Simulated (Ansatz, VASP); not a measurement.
# Cross-check of Te3Pb16Se13 (PbSe0.8Te0.2, rock salt) between VASP and Ansatz

Aim: how closely do two programs agree when they are given the same cell, functional and k mesh? The cell is invented: As first built, before any earlier steps moved the atoms (in the runner's words): 1x2x2 conventional cells of the PbSe type (32 atoms: 13 Se, 3 Te, 16 Pb); Se/Te share their sites, the best of 600 random draws by like-pair counts in two shells; start lattice by linear mixing of the end members' cells; atoms moved at random by 0.02 A. It may not be a known or stable phase. The structure shown is the start of the Ansatz relaxation below; VASP solves that cell, so the two are compared at the walk's first step.

Program: Ansatz 0.2.0. Level of theory: plane waves, with VASP 6.6.1 beside it; single point at PBE. Results are calculated unless marked as measured.

### Step 1. The structure

The cell holds 32 atoms: 13 Se, 3 Te and 16 Pb. Its edges and angles: a = 6.297 Å, b = 12.566 Å, c = 12.564 Å, α = 90.0°, β = 90.0°, γ = 90.0°. It derives from PbSe (PbSe type, space group 225), repeated 1×2×2. As first built, before any earlier steps moved the atoms (in the runner's words): 1x2x2 conventional cells of the PbSe type (32 atoms: 13 Se, 3 Te, 16 Pb); Se/Te share their sites, the best of 600 random draws by like-pair counts in two shells; start lattice by linear mixing of the end members' cells; atoms moved at random by 0.02 A.

### Step 2. Ansatz: relaxation, PBE

Ansatz runs on its default PAW (the set named soft_2) files.

The two programs are compared at the cell with which this relaxation starts, whose forces are those of its first step.

File input.yaml:

```yaml
crystal:
  lattice:
    - [6.29665, 8.0e-05, 4.0e-05]
    - [0.00016, 12.56559, 0.00209]
    - [7.0e-05, 0.00209, 12.56404]
  atoms:
    - { symbol: Se, position: [0.50018, 0.99952, 0.00063] }
    - { symbol: Se, position: [0.50013, 0.24824, 0.24931] }
    - { symbol: Se, position: [0.00039, 0.99965, 0.25022] }
    - { symbol: Se, position: [0.00033, 0.24939, 0.00063] }
    - { symbol: Se, position: [0.50041, 0.99928, 0.49992] }
    - { symbol: Se, position: [0.00031, 0.99931, 0.75048] }
    - { symbol: Se, position: [0.0002, 0.24811, 0.49991] }
    - { symbol: Se, position: [0.50019, 0.50048, 0.99987] }
    - { symbol: Se, position: [0.50031, 0.75128, 0.24989] }
    - { symbol: Se, position: [0.00034, 0.75068, 0.00025] }
    - { symbol: Se, position: [0.50034, 0.7509, 0.75098] }
    - { symbol: Se, position: [0.00029, 0.50127, 0.75172] }
    - { symbol: Se, position: [9.0e-05, 0.7513, 0.50112] }
    - { symbol: Te, position: [0.50035, 0.25029, 0.74991] }
    - { symbol: Te, position: [0.00032, 0.49978, 0.25092] }
    - { symbol: Te, position: [0.50024, 0.49981, 0.50014] }
    - { symbol: Pb, position: [0.00056, 0.00012, 0.99867] }
    - { symbol: Pb, position: [0.0005, 0.24281, 0.25043] }
    - { symbol: Pb, position: [0.50038, 0.99908, 0.24865] }
    - { symbol: Pb, position: [0.50017, 0.24956, 0.00711] }
    - { symbol: Pb, position: [0.00045, 0.99991, 0.50183] }
    - { symbol: Pb, position: [0.00035, 0.24875, 0.74955] }
    - { symbol: Pb, position: [0.50043, 0.99324, 0.75093] }
    - { symbol: Pb, position: [0.50033, 0.24252, 0.4918] }
    - { symbol: Pb, position: [0.0004, 0.49908, 0.99378] }
    - { symbol: Pb, position: [0.00066, 0.75677, 0.251] }
    - { symbol: Pb, position: [0.5004, 0.50161, 0.24237] }
    - { symbol: Pb, position: [0.50044, 0.75113, 0.00162] }
    - { symbol: Pb, position: [0.00028, 0.49884, 0.50926] }
    - { symbol: Pb, position: [0.00058, 0.75055, 0.75011] }
    - { symbol: Pb, position: [0.50036, 0.50808, 0.75734] }
    - { symbol: Pb, position: [0.50114, 0.75652, 0.4985] }
kpoints:
  mp_grid: { grid: [3, 1, 1] }
hamiltonian:
  xc: pbe
scf:
  occupations: { method: methfessel_paxton, width: 0.15 }
output:
  forces: true
  stress: true
relax:
  f_tol: 0.02
  max_steps: 25
  cell: { stress_tol: 0.1 }
```

Launch:

```bash
ansatz run input.yaml --threads 8 --pin off --max-ram 15360MiB --backend cpu --events-out ev --progress --plain --runs-dir out
```

Numbers of over 12 decimals in the logs are rounded to 6 here.

What it wrote:

```text
The last accepted step is kept in <dir> (removed where the run ends without a failure and the disk answers)
Engine: ansatz 0.2.0, aarch64-unknown-linux-gnu
Pseudopotentials: kind: paw
Pseudopotential: Se, paw, valence charge 16, recommended cutoff 420 eV (normal), Se.paw.azcp
Pseudopotential: Te, paw, valence charge 16, recommended cutoff 420 eV (normal), Te.paw.azcp
Pseudopotential: Pb, paw, valence charge 14, recommended cutoff 420 eV (normal), Pb.paw.azcp
Functional definition: PBE
  parameter kappa = 0.804
  parameter beta = 0.066725
  exchange = pbe_x(kappa = kappa, mu = beta*pi^2/3)
  correlation = pbe_c(beta = beta)
Crystal: 32 atoms, lattice volume = 994.081 Å³
Basis set: ecut = 420 eV, 19545 PW (Γ), exchange–correlation on 90×180×180 points (8 copies of the dense FFT grid, shifted against one another)
Bands: 288, of which v1, the nominal top of the filled ones, is band 240 counted from 1 (239 counted from 0)
Symmetry: 1 space group operations
Space group: P1 (ITA 1), of the structure as read, at distance tolerance 1.0e-4 Å
k-points: 2 of 3 (time reversal used)
Non-local potential: Se, projectors of the file, l = 0: 2, l = 1: 2, l = 2: 3, l = 3: 1
Non-local potential: Te, projectors of the file, l = 0: 2, l = 1: 2, l = 2: 2, l = 3: 2
Non-local potential: Pb, projectors of the file, l = 0: 2, l = 1: 2, l = 2: 2, l = 3: 2
PAW form: soft (Blöchl's): semilocal exchange-correlation on the pseudo side does not see the compensation charge
PAW one-centre angular grid: Se, 590 points (default); XC on 64 Gauss nodes
PAW one-centre angular grid: Te, 590 points (default); XC on 64 Gauss nodes
PAW one-centre angular grid: Pb, 590 points (default); XC on 64 Gauss nodes
Initial density: superposition of atomic densities (neutral atoms: chi_scale 0, normalization atom), corrected by the library's trained network
Initial wavefunctions: pseudopotential atomic-orbital guess
Functional: x = pbe(κ = 0.804, μ = 0.219515), c = pbe(β = 0.066725)
SCF iter   1: F=—  HF=-282551.736925 eV  |F-HF|=—  |Δ(HF+E_count)|=         —  Δρ=4.11e-3  dr2=2.66e-1  ethr=1.77e-3  ⟨swp⟩=9.0  Hψ=2398  notcnv=0
preconditioner: auto → Resta (q_TF=auto, 2.417 Å⁻¹)  ε∞=3.2  [insulator: Δε(μ)=1.033 eV  Ē_g=14.161 eV  σ=0.150 eV  W_gap=1.00  n_scr=232 (ndim 8)  ℏωp=21.1 eV  f_vac=0.024  D(μ)=-0.00/eV (n_scr^D=0)  ε∞_Penn≈3.2]
SCF iter   2: F=—  HF=-282551.667037 eV  |F-HF|=—  |Δ(HF+E_count)|=   6.99e-2  S|Δr|=    0.00e0  Δρ=2.08e-3  dr2=4.83e-2  ethr=5.54e-5  ⟨swp⟩=2.5  Hψ=941  notcnv=0
SCF iter   3: F=—  HF=-282551.661814 eV  |F-HF|=—  |Δ(HF+E_count)|=   5.22e-3  S|Δr|=    0.00e0  Δρ=6.67e-4  dr2=5.49e-3  ethr=1.01e-5  ⟨swp⟩=2.0  Hψ=979  notcnv=0
SCF iter   4: F=—  HF=-282551.661073 eV  |F-HF|=—  |Δ(HF+E_count)|=   7.40e-4  S|Δr|=    0.00e0  Δρ=2.19e-4  dr2=5.02e-4  ethr=1.14e-6  ⟨swp⟩=2.0  Hψ=979  notcnv=0
SCF iter   5: F=—  HF=-282551.661205 eV  |F-HF|=—  |Δ(HF+E_count)|=   1.31e-4  S|Δr|=    0.00e0  Δρ=5.38e-5  dr2=5.88e-5  ethr=1.05e-7  ⟨swp⟩=2.0  Hψ=865  notcnv=0
SCF iter   6: F=—  HF=-282551.661888 eV  |F-HF|=—  |Δ(HF+E_count)|=   6.84e-4  S|Δr|=    0.00e0  Δρ=2.11e-5  dr2=9.25e-6  ethr=1.22e-8  ⟨swp⟩=2.0  Hψ=975  notcnv=0
SCF iter   7: F=—  HF=-282551.661890 eV  |F-HF|=—  |Δ(HF+E_count)|=   1.77e-6  S|Δr|=    0.00e0  Δρ=9.02e-6  dr2=1.67e-6  ethr=1.93e-9  ⟨swp⟩=2.0  Hψ=979  notcnv=0
SCF iter   8: F=—  HF=-282551.661891 eV  |F-HF|=—  |Δ(HF+E_count)|=   6.00e-7  S|Δr|=    0.00e0  Δρ=3.46e-6  dr2=1.97e-7  ethr=3.47e-10  ⟨swp⟩=2.0  Hψ=919  notcnv=0
SCF iter   9: F=-282551.661891 eV  HF=-282551.661891 eV  |F-HF|=6.98e-9  |Δ(HF+E_count)|=   1.29e-7  S|Δr|=    0.00e0  Δρ=1.20e-6  dr2=2.79e-8  ethr=2.08e-11  ⟨swp⟩=4.0  Hψ=2011  notcnv=0
SCF 1 converged in 9 iterations: F = -282551.661891 eV  dr2 = 2.79e-8
  greatest PAW one-centre occupation: 1.000 electrons in one spin orbital (limit 2), on the Se atom at site 11 (counted from 0), in its partial waves of l = 2
relax step   1: F+E_penalty+E_count = -282551.66189081 eV  Δ(F+E_penalty+E_count) = +0.000e0 eV  max|allowed force component| = 9.844e-2 eV/Å  Δτ_max = 0.0000 Å  P = +1.397 GPa  Ω = 994.081 Å³  (9 SCF iters, dr2 threshold 1.00e-7 eV, accepted)
Crystal: 32 atoms, lattice volume = 1043.737 Å³
Basis set: ecut = 420 eV, 20293 PW (Γ), exchange–correlation on 90×180×180 points (8 copies of the dense FFT grid, shifted against one another)
Initial density: handed on by an earlier stage of this run
Initial wavefunctions: those handed on with the density
iter 1 solved again at ethr=4.62e-5 eV; its pass at ethr=3.10e-3 eV (dr2=2.22e-1 eV) is discarded
SCF iter   1: F=—  HF=-282552.811420 eV  |F-HF|=—  |Δ(HF+E_count)|=         —  Δρ=3.18e-3  dr2=2.24e-1  ethr=4.62e-5  ⟨swp⟩=2.0  Hψ=3761  notcnv=0
[...]
SCF iter   2: F=—  HF=-282554.276836 eV  |F-HF|=—  |Δ(HF+E_count)|=   9.58e-2  S|Δr|=    0.00e0  Δρ=4.05e-4  dr2=5.56e-5  ethr=4.62e-8  ⟨swp⟩=3.0  Hψ=769  notcnv=0
SCF iter   3: F=—  HF=-282554.310788 eV  |F-HF|=—  |Δ(HF+E_count)|=   3.40e-2  S|Δr|=    0.00e0  Δρ=1.02e-4  dr2=6.68e-6  ethr=1.16e-8  ⟨swp⟩=2.0  Hψ=736  notcnv=0
SCF iter   4: F=—  HF=-282554.313326 eV  |F-HF|=—  |Δ(HF+E_count)|=   2.54e-3  S|Δr|=    0.00e0  Δρ=1.04e-5  dr2=1.40e-6  ethr=1.39e-9  ⟨swp⟩=2.0  Hψ=1056  notcnv=0
[...]
SCF converged after 9 iterations
Stability not checked: this state was not tested for a lower state beside it, because cold or Methfessel-Paxton smearing, or corrected tetrahedra, fill the levels in a way that the test cannot read (fill_not_monotonic; see scf.lower_state_search)
Free energy (F): -282554.313344 eV
Harris-Foulkes:  -282554.313344 eV  (|F-HF|=0.00e0)
Internal energy: -282554.313344 eV  (E = F + TS)
E sigma→0 (E₀):  -282554.313344 eV
Entropy (-TS):   0.000001 eV (0.000 meV/atom)
Fermi energy:    6.843268 eV
Step filling:    the computed levels leave a gap of 1.1587 eV = 7.7 smearing widths at the electron count; against every level under it full and every level over it empty, smearing changes F+E_penalty+E_count by +1.76e-5 meV and its σ→0 estimate by -1.18e-4 meV
--- Per-component energies (eV) ---
  E_band       = -7554.010726
  E_kinetic    = 6666.027644
  E_local      = -63712.960347  (includes V_loc(G=0)·N_el)
  E_nonlocal   = -3078.513618
  E_hartree    = 29935.838248
  E_xc         = -5257.546247
  E_vxc        = -3700.673954  (∫ρ·V_xc dr)
  E_paw        = -205293.891918  (= ΣΔE_a)
  E_vpaw       = -3599.558828  (= ΣTr[D̂ρ^β])
  E_aug_tail   = -0.007372  (compensation charges beyond the density's cutoff)
  E_ewald      = -41813.259734
  E_smearing   = 0.000001  (= −TS)
  E_closure    = -0.000000  (closes the sum)
  Σ components = -282554.313344   (vs F -282554.313344, Δ=0.00e0)
--- Forces (eV/Å), atoms counted from 1 ---
  atom   1  Se     0.00053147     0.00193587    -0.00568878
  atom   2  Se    -0.00045747    -0.00956082     0.00717192
  atom   3  Se     0.00091267    -0.00030685     0.00042864
  atom   4  Se     0.00264023    -0.01015844     0.01228342
  atom   5  Se     0.00070674    -0.01172955    -0.00520076
  atom   6  Se    -0.00169578     0.00799901     0.01102617
  atom   7  Se    -0.00088235     0.01039445    -0.00106618
  atom   8  Se     0.00232203     0.00028318     0.00229093
  atom   9  Se     0.00128615     0.00564090     0.01494334
  atom  10  Se    -0.00013511     0.00036438    -0.00303317
  atom  11  Se     0.00109395    -0.00121477    -0.00238868
  atom  12  Se    -0.00095239     0.00629475    -0.00987336
  atom  13  Se    -0.00126368    -0.00677816     0.00026061
  atom  14  Te    -0.00047933    -0.00058456     0.00121339
  atom  15  Te    -0.00203092     0.00633411     0.00867903
  atom  16  Te     0.00067454     0.00247056    -0.01103922
  atom  17  Pb    -0.00055214     0.00379148    -0.00856492
  atom  18  Pb     0.00076085     0.00507290    -0.00416986
  atom  19  Pb    -0.00043776     0.00243858     0.00063669
  atom  20  Pb    -0.00344827     0.00577347    -0.00588835
  atom  21  Pb    -0.00055506     0.00241863     0.00246324
  atom  22  Pb    -0.00039472    -0.00346565    -0.00093129
  atom  23  Pb     0.00165271     0.00467878     0.00455574
  atom  24  Pb     0.00164834     0.00317724    -0.00432132
  atom  25  Pb     0.00073691     0.00040054    -0.01409218
  atom  26  Pb    -0.00156621     0.00010150     0.00850993
  atom  27  Pb    -0.00097716    -0.00006932     0.00391888
  atom  28  Pb    -0.00035184    -0.00738715    -0.00644074
  atom  29  Pb     0.00091503    -0.01189198     0.00957746
  atom  30  Pb     0.00019792    -0.00290529     0.00033840
  atom  31  Pb    -0.00104087    -0.01218560     0.00868924
  atom  32  Pb     0.00114156     0.00866240    -0.01428502
  max |Σ_I F_I| component: 5.43e-6 eV/Å
--- Stress (GPa, compression-positive) ---
        0.015561       0.000505      -0.001421
        0.000505       0.065400      -0.038921
       -0.001421      -0.038921       0.045015
  P = ⅓ Tr σ = 0.0420 GPa (0.420 kbar)
--- Relaxed structure (18 steps of the walk, 17 accepted, 1 SCFs on fresh bases) ---
  F+E_penalty+E_count = -282554.31334396 eV   max|allowed force component| = 1.494e-2 eV/Å   (the final SCF, on the basis selected at the relaxed cell)
  cell:  # Å, volume = 1147.2088 Å³
    - [6.124545, 0.000256078, -7.065075985972954e-5]
    - [0.000492398, 13.933414, -0.439531]
    - [-0.000152708, -0.439398, 13.457324]
  atoms:
    - { symbol: Se, position: [0.500350, 0.997743, 0.012128] }
    - { symbol: Se, position: [0.500133, 0.194588, 0.286480] }
    - { symbol: Se, position: [0.000157662, 0.978765, 0.273644] }
    - { symbol: Se, position: [3.4963236683854404e-5, 0.223130, 0.063677] }
    - { symbol: Se, position: [0.500328, 1.014168, 0.526273] }
    - { symbol: Se, position: [0.000742266, 1.005627, 0.759587] }
    - { symbol: Se, position: [0.000455763, 0.250387, 0.530056] }
    - { symbol: Se, position: [0.500011, 0.448430, 1.023188] }
    - { symbol: Se, position: [0.500047, 0.753028, 0.232795] }
    - { symbol: Se, position: [0.000499706, 0.787615, -0.00327294] }
    - { symbol: Se, position: [0.500204, 0.773627, 0.755450] }
    - { symbol: Se, position: [0.000447937, 0.551379, 0.706753] }
    - { symbol: Se, position: [0.000876412, 0.785241, 0.495305] }
    - { symbol: Te, position: [0.500786, 0.237867, 0.801656] }
    - { symbol: Te, position: [0.000494856, 0.519152, 0.245003] }
    - { symbol: Te, position: [0.500123, 0.545348, 0.484718] }
    - { symbol: Pb, position: [0.000504646, -0.00094197, 0.979115] }
    - { symbol: Pb, position: [6.790486544698936e-5, 0.189208, 0.275105] }
    - { symbol: Pb, position: [0.500245, 0.986924, 0.230461] }
    - { symbol: Pb, position: [0.500508, 0.240334, 0.033005] }
    - { symbol: Pb, position: [0.000461482, 0.991648, 0.496232] }
    - { symbol: Pb, position: [0.000707551, 0.213964, 0.741232] }
    - { symbol: Pb, position: [0.500513, 1.013178, 0.743344] }
    - { symbol: Pb, position: [0.500185, 0.215523, 0.499183] }
    - { symbol: Pb, position: [0.000212337, 0.428568, 1.033105] }
    - { symbol: Pb, position: [0.000385472, 0.759277, 0.206361] }
    - { symbol: Pb, position: [0.500487, 0.538776, 0.223786] }
    - { symbol: Pb, position: [0.500407, 0.790865, -0.024844] }
    - { symbol: Pb, position: [0.000215375, 0.468394, 0.505578] }
    - { symbol: Pb, position: [0.000531819, 0.763490, 0.709062] }
    - { symbol: Pb, position: [0.500589, 0.567864, 0.713469] }
    - { symbol: Pb, position: [0.500138, 0.764695, 0.451216] }
```

In the SCF lines HF is the Harris–Foulkes energy and dr2 the Hartree energy of the density residual, in eV; the loop may stop once dr2 is under the threshold and the program's other checks hold. Hψ counts applications of the Hamiltonian.

[end of part 1 of 2]

[Lines on the potential files, build, host, timing and source positions are cut from VASP's logs without a mark.]

[Logs are printed without paths, hosts, clocks, repeated set-up lines and the standing remarks that a program may print on its own settings, such as how far it seeks lower states.]

[Hosts, paths, dates, database ids (printed as entryN), source tags and the programs' standing remarks are cut or masked in the printed files.]
